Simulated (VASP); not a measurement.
Here is the system:

```
MgI2
1.0
    2.08978    -3.61961     0.01810
    2.08978     3.61961    -0.01810
    0.00000    -0.03577     7.15454
Mg I
1 2
Direct
  0.00000   0.00000   0.00000
  0.33333   0.66667   0.23284
  0.66667   0.33333   0.76716
```

Level of theory: r2SCAN meta-GGA, VASP's PBE PAW potentials (set 64) (plane waves; VASP). Settings: 480 eV cut-off, 6×6×4 Γ-centred mesh, Gaussian smearing of 0.050 eV, potentials Mg I.

**Question.** Predict the energy per atom (σ→0).

**Answer.** 
| Item | Result |
|---|---|
| energy per atom (σ→0) | -18.978 eV/atom |

The compound is MgI2 in the 1T layered structure. This cell was strained or had an atom moved on purpose.
